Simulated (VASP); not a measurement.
Given:

```yaml
crystal:
  lattice:
    - [0.00000, 2.46558, 2.46558]
    - [2.46558, 0.00000, 2.46558]
    - [2.46558, 2.46558, 0.00000]
  atoms:
    - { symbol: Eu, position: [0.00000, 0.00000, 0.00000] }
    - { symbol: O, position: [0.50000, 0.50000, 0.50000] }
```

Level of theory: PBE GGA with D3 dispersion (zero damping), VASP's PBE PAW potentials (set 64) (plane waves; VASP). Numerical set-up: 520 eV cut-off, Gaussian smearing of 0.050 eV, potentials Eu_2 O.

The 4f electrons are frozen in the core of the lanthanide potential, so 4f levels, which can set the real gap, and their magnetism are missing.

Problem. Give the energies of bands 5 to 10 at the high-symmetry points, in eV from the valence-band maximum.

Solution. 
| band | Γ | X | U | L | W |
|---|---|---|---|---|---|
| 5 | -0.09 | -0.06 | -1.12 | -2.68 | -1.53 |
| 6 | -0.09 | 0.00 | -0.75 | -1.65 | -0.25 |
| 7 | -0.09 | 0.00 | -0.22 | -1.65 | -0.25 |
| 8 | 4.65 | 2.64 | 4.52 | 6.79 | 6.01 |
| 9 | 6.03 | 8.54 | 8.42 | 9.34 | 6.02 |
| 10 | 6.03 | 10.95 | 9.67 | 9.34 | 9.44 |

The gap is direct, 2.64 eV, from the valence maximum at X to the conduction minimum at X.

The compound is EuO in the rock salt structure. It was relaxed first, which changed the volume by -12 %.
